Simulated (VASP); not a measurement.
These are PBEsol GGA with spin-orbit coupling, VASP's PBE PAW potentials (set 64) (plane waves; VASP) values and carry that method's errors.

VASP input:

### KPOINTS
```
Automatic mesh
0
Gamma
5 5 5
0 0 0
```

### POSCAR
```
LaSb
1
    0.0000000000     3.2266290000     3.2266290000
    3.2266290000     0.0000000000     3.2266290000
    3.2266290000     3.2266290000     0.0000000000
Sb La
1 1
Direct
  0.0000000000   0.0000000000   0.0000000000
  0.5000000000   0.5000000000   0.5000000000
```

**INCAR**
```
ALGO=Normal
EDIFF=1E-6
ENCUT=300
GGA=PS
GGA_COMPAT=.FALSE.
ISIF=2
ISMEAR=-1
LASPH=.TRUE.
LCHARG=.FALSE.
LMAXMIX=6
LNONCOLLINEAR=.TRUE.
LORBIT=11
LREAL=.FALSE.
LSORBIT=.TRUE.
LWAVE=.FALSE.
MAGMOM=6*0.0
NELM=100
PREC=Accurate
SIGMA=0.05
SYSTEM=LaSb
```

POTCAR, in this order: Sb La (PBE.64 set). Program: vasp_ncl.

Question: Predict the energy per atom (σ→0), band gap (on the k-mesh).

Answer: 
- energy per atom (σ→0): -6.380 eV/atom
- band gap (on the k-mesh): none (metal, semimetal or under 0.01 eV)

OSZICAR:
```
...
DAV:   7    -0.127643312616E+02    0.11930E-01   -0.72475E-02   808   0.257E+00    0.133E+00
DAV:   8    -0.127640281005E+02    0.30316E-03   -0.10070E-02   896   0.132E+00    0.410E-01
DAV:   9    -0.127643583131E+02   -0.33021E-03   -0.10768E-03   800   0.300E-01    0.674E-02
DAV:  10    -0.127643133391E+02    0.44974E-04   -0.39047E-04   888   0.230E-01    0.290E-02
DAV:  11    -0.127643286180E+02   -0.15279E-04   -0.58370E-05   904   0.579E-02    0.178E-02
DAV:  12    -0.127643322925E+02   -0.36745E-05   -0.14931E-05   944   0.269E-02    0.604E-03
DAV:  13    -0.127643329191E+02   -0.62664E-06   -0.16383E-06   664   0.844E-03
   1 F= -.12764333E+02 E0= -.12760994E+02  d E =-.667703E-02  mag=     0.0000    -0.0000     0.0000
```

The structure was generated: LaSb was put into an ordered model structure, which need not be its known phase. The cell was not relaxed at this level. The k-mesh is coarse (spacing up to 0.34 per Å, 2π included), so the numbers may not be converged in it. The run is one of a series of settings (GGA_COMPAT = .FALSE., LNONCOLLINEAR = .TRUE., LSORBIT = .TRUE., MAGMOM = 0.0 0.0 0.0 0.0 0.0 0.0, program vasp_ncl against the base run), some of them coarse on purpose.
